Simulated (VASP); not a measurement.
```yaml
crystal:
  lattice:
    - [0.00000, 2.17572, 2.17572]
    - [2.17572, 0.00000, 2.17572]
    - [2.17572, 2.17572, 0.00000]
  atoms:
    - { symbol: Si, position: [0.00000, 0.00000, 0.00000] }
    - { symbol: C, position: [0.25000, 0.25000, 0.25000] }
```

All values below come from r2SCAN+rVV10, VASP's PBE PAW potentials (set 64) (plane waves; VASP). Numerical set-up: 520 eV cut-off, 12×12×12 Γ-centred mesh, tetrahedra with Blöchl corrections, potentials Si C.

Problem. Give the energies of bands 2 to 6 at the high-symmetry points, in eV from the valence-band maximum.

Solution. 
```tsv
band	Γ	X	U	L	W
2	0.00	-8.07	-7.52	-8.86	-7.25
3	0.00	-3.35	-5.76	-1.11	-5.21
4	0.00	-3.35	-2.73	-1.11	-4.84
5	6.87	1.69	3.52	6.02	5.71
6	7.87	4.81	8.42	7.75	10.15
```

The gap is indirect, 1.69 eV, from the valence maximum at Γ to the conduction minimum at X.

The structure comes from a measured SiC entry (F-43m) of the Crystallography Open Database, whose conditions weren't checked. It was relaxed first.
